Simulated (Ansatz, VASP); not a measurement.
## Two plane-wave programs on GaGe3

INCAR

```
PREC     = Accurate       # precision mode
ENCUT    = 520            # plane-wave cutoff, eV
EDIFF    = 1E-7           # SCF threshold, eV
ISMEAR   = -1             # smearing method
SIGMA    = 0.05           # smearing width, eV
LREAL    = False          # projectors in reciprocal space
LASPH    = True           # aspherical terms in the spheres
NELM     = 60             # most SCF steps
ALGO     = Normal         # electronic algorithm
ISIF     = 2              # what is computed and relaxed
LWAVE    = False          # write WAVECAR
LCHARG   = False          # write CHGCAR
GGA      = PS             # functional
NBANDS   = 36             # bands
```

Contents of KPOINTS:

```
Automatic mesh
0
Gamma
  7 7 7
```

POSCAR

```
GaGe3
1.0
    0.0000000000      3.4317400984      3.4317400984
    3.4317400984      0.0000000000      3.4317400984
    3.4317400984      3.4317400984      0.0000000000
Ge Ga
3 1
Direct
    0.5000000000      0.5000000000      0.5000000000
    0.7500000000      0.7500000000      0.7500000000
    0.2500000000      0.2500000000      0.2500000000
    0.0000000000      0.0000000000      0.0000000000
```

input.yaml

```yaml
crystal:
  lattice:
    - [0.0, 3.4317400984, 3.4317400984]
    - [3.4317400984, 0.0, 3.4317400984]
    - [3.4317400984, 3.4317400984, 0.0]
  atoms:
    - { symbol: Ge, position: [0.5, 0.5, 0.5] }
    - { symbol: Ge, position: [0.75, 0.75, 0.75] }
    - { symbol: Ge, position: [0.25, 0.25, 0.25] }
    - { symbol: Ga, position: [0.0, 0.0, 0.0] }
hamiltonian:
  xc: pbesol
  pseudopotentials: { kind: paw }
kpoints:
  mp_grid: { grid: [7, 7, 7] }
scf:
  occupations: { method: fermi_dirac, width: 0.05 }
output:
  forces: true
  stress: true
  eigenvalues: true
```

Change from the starting cell: volume scaled by 1.04.

Alike in both runs: task single point; functional PBEsol; k mesh 7 × 7 × 7; occupations fermi-dirac, width 0.05 eV; no spin polarisation.

|  | VASP | Ansatz |
| --- | --- | --- |
| version | VASP 6.6.1 | Ansatz 0.2.0 |
| potentials or method | VASP PAW PBE potentials, release 64 (Ge_d, Ga_d) | Ansatz PAW |
| plane-wave cutoff (eV) | 520 | 420 |
| valence electrons in the cell | 55 | 55 |

```tsv
	VASP	Ansatz	Ansatz less VASP
gap on the k mesh at the Fermi level (eV)	none	none	-
pressure (GPa)	-5.9	-5.9	-0.01
```

A gap of «none» marks a metal or a gap that the smearing closes. With one functional, cell and mesh, what is left measures potentials, basis and numerics.

Caveats: the PAW data sets were made with another functional, which shifts forces and pressure a little (VASP); the PAW data sets come from PBE, with cores solved anew for the run's functional, which leaves a small shift of forces and pressure (Ansatz).
